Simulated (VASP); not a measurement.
Method: PBE GGA, VASP's PBE PAW potentials (set 64) (plane waves; VASP).

The input files of a VASP run:

INCAR:
```
ALGO  =  Normal
EDIFF  =  1E-6
ENCUT  =  500
GGA  =  PE
ISMEAR  =  0
LASPH  =  .True.
LCHARG  =  .False.
LREAL  =  .False.
LWAVE  =  .True.
NELM  =  100
PREC  =  Accurate
SIGMA  =  0.05
SYSTEM  =  AlN
```

File KPOINTS:
```
Automatic mesh
0
Gamma
6 6 4
0 0 0
```

**POSCAR**
```
AlN
1
    3.1285900000     0.0000000000     0.0000000000
   -1.5642950000     2.7094380000     0.0000000000
    0.0000000000     0.0000000000     5.0169600000
Al N
2 2
Direct
  0.6666670000   0.3333330000   0.4992900000
  0.3333330000   0.6666670000   0.9992900000
  0.6666670000   0.3333330000   0.8807100000
  0.3333330000   0.6666670000   0.3807100000
```

POTCAR, in this order: Al N (PBE.64 set). Program: vasp_std.

Output of the run:

**OUTCAR**
```
 ion  position               nearest neighbor table
   1  0.667  0.333  0.499-   4 1.90   4 1.90   4 1.90   3 1.91   2 3.09   2 3.09   2 3.09   2 3.09
                             2 3.09   2 3.09
   2  0.333  0.667  0.999-   3 1.90   3 1.90   3 1.90   4 1.91   1 3.09   1 3.09   1 3.09   1 3.09
                             1 3.09   1 3.09
   3  0.667  0.333  0.881-   2 1.90   2 1.90   2 1.90   1 1.91
   4  0.333  0.667  0.381-   1 1.90   1 1.90   1 1.90   2 1.91
  LATTYP: Found a hexagonal cell.
 ALAT       =     3.1285900000
 C/A-ratio  =     1.6035850016
 Subroutine PRICEL returns:
 Original cell was already a primitive cell.
 Subroutine GETGRP returns: Found 12 space group operations
The static configuration has the point symmetry C_3v.
 The point group associated with its full space group is C_6v.
The dynamic configuration has the point symmetry C_3v.
 Subroutine INISYM returns: Found 12 space group operations
 Subroutine IBZKPT returns following result:
 Found     21 irreducible k-points:

 Following reciprocal coordinates:
            Coordinates               Weight
  0.000000  0.000000  0.000000      1.000000
  0.166667 -0.000000  0.000000      6.000000
  0.333333 -0.000000  0.000000      6.000000
  0.500000  0.000000  0.000000      3.000000
  0.166667  0.166667  0.000000      6.000000
  0.333333  0.166667  0.000000     12.000000
  0.333333  0.333333  0.000000      2.000000
  0.000000  0.000000  0.250000      2.000000
  0.166667 -0.000000  0.250000     12.000000
  0.333333 -0.000000  0.250000     12.000000
  0.500000  0.000000  0.250000      6.000000
  0.166667  0.166667  0.250000     12.000000
  0.333333  0.166667  0.250000     24.000000
  0.333333  0.333333  0.250000      4.000000
  0.000000  0.000000  0.500000      1.000000
  0.166667 -0.000000  0.500000      6.000000
  0.333333 -0.000000  0.500000      6.000000
  0.500000  0.000000  0.500000      3.000000
  0.166667  0.166667  0.500000      6.000000
  0.333333  0.166667  0.500000     12.000000
  0.333333  0.333333  0.500000      2.000000
   k-points           NKPTS =     21   k-points in BZ     NKDIM =     21   number of bands    NBANDS=     12
   number of dos      NEDOS =    301   number of ions     NIONS =      4
   total plane-waves  NPLWV =  23040
   dimension x,y,z NGX =    24 NGY =   24 NGZ =   40
   dimension x,y,z NGXF=    48 NGYF=   48 NGZF=   80
   ions per type =               2   2
   PREC   = accura    normal or accurate (medium, high low for compatibility)
   ISTART =      0    job   : 0-new  1-cont  2-samecut
   ICHARG =      2    charge: 1-file 2-atom 10-const
   ISPIN  =      1    spin polarized calculation?
   LNONCOLLINEAR =      F non collinear calculations
   LSORBIT =      F    spin-orbit coupling
   INIWAV =      1    electr: 0-lowe 1-rand  2-diag
   ENCUT  =  500.0 eV  36.75 Ry    6.06 a.u.   5.70  5.70  9.15*2*pi/ulx,y,z
   NELM   =    100;   NELMIN=  2; NELMDL= -5     # of ELM steps
   EDIFF  = 0.1E-05   stopping-criterion for ELM
   LREAL  =      F    real-space projection
   NLSPLINE    = F    spline interpolate recip. space projectors
   LMAXMIX     =    2 max onsite mixed and CHGCAR
   VOSKOWN=      0    Vosko Wilk Nusair interpolation
   EDIFFG = 0.1E-04   stopping-criterion for IOM
   NSW    =      0    number of steps for IOM
   NBLOCK =      1;   KBLOCK =      1    inner block; outer block
   IBRION =     -1    ionic relax: 0-MD 1-quasi-New 2-CG
   NFREE  =      0    steps in history (QN), initial steepest desc. (CG)
   ISIF   =      2    stress and relaxation
   ISYM   =      2    0-nonsym 1-usesym 2-fastsym
   TEIN   =    0.0    initial temperature
   TEBEG  =    0.0;   TEEND  =   0.0 temperature during run
   SMASS  =  -3.00    Nose mass-parameter (am)
   PSTRESS=    0.0 pullay stress
   NELECT =      16.0000    total number of electrons
...
```

### OSZICAR
```
       N       E                     dE             d eps       ncg     rms          rms(c)
DAV:   1     0.526372597527E+02    0.52637E+02   -0.73870E+03   504   0.116E+03
DAV:   2    -0.303972053216E+02   -0.83034E+02   -0.76721E+02   752   0.217E+02
DAV:   3    -0.344265624301E+02   -0.40294E+01   -0.40079E+01   652   0.524E+01
DAV:   4    -0.344615230013E+02   -0.34961E-01   -0.34952E-01   588   0.571E+00
DAV:   5    -0.344620231106E+02   -0.50011E-03   -0.50010E-03   640   0.699E-01    0.121E+01
DAV:   6    -0.297734382409E+02    0.46886E+01   -0.17052E+01   604   0.311E+01    0.423E+00
DAV:   7    -0.297910051539E+02   -0.17567E-01   -0.63598E-01   544   0.624E+00    0.288E+00
DAV:   8    -0.297845198896E+02    0.64853E-02   -0.79654E-02   552   0.291E+00    0.493E-01
DAV:   9    -0.297795711878E+02    0.49487E-02   -0.21130E-02   628   0.108E+00    0.243E-01
DAV:  10    -0.297801329881E+02   -0.56180E-03   -0.23331E-03   580   0.369E-01    0.132E-01
DAV:  11    -0.297800653205E+02    0.67668E-04   -0.19968E-04   604   0.112E-01    0.335E-02
DAV:  12    -0.297800671475E+02   -0.18270E-05   -0.82472E-06   524   0.291E-02    0.917E-03
DAV:  13    -0.297800668305E+02    0.31699E-06   -0.58868E-06   624   0.177E-02
   1 F= -.29780067E+02 E0= -.29780067E+02  d E =-.134547E-17
```

File OUTCAR:
```
------------------------ aborting loop because EDIFF is reached ----------------------------------------
  FORCE on cell =-STRESS in cart. coord.  units (eV):
  Direction    XX          YY          ZZ          XY          YZ          ZX
  --------------------------------------------------------------------------------------
  Total       -0.0111898     -0.0111897     -0.0188017      0.0000000      0.0000000      0.0000000
  in kB       -0.4215631     -0.4215629     -0.7083355      0.0000000      0.0000000      0.0000000
  external PRESSURE =      -0.5171538 kB  Pullay stress =       0.0000000 kB
  volume of cell :       42.53
      direct lattice vectors                 reciprocal lattice vectors
     3.128590000  0.000000000  0.000000000     0.319632806  0.184540115  0.000000000
    -1.564295000  2.709438000  0.000000000     0.000000000  0.369080230  0.000000000
     0.000000000  0.000000000  5.016960000     0.000000000  0.000000000  0.199323893
  FREE ENERGIE OF THE ION-ELECTRON SYSTEM (eV)
  ---------------------------------------------------
  free  energy   TOTEN  =       -29.7800668305 eV

  energy  without entropy=      -29.7800668305  energy(sigma->0) =      -29.78006683
```
(Selected blocks of OUTCAR.)

The structure comes from a computed database's AlN entry (P6_3mc); how it stands against other phases isn't given here. The cell was not relaxed at this level.
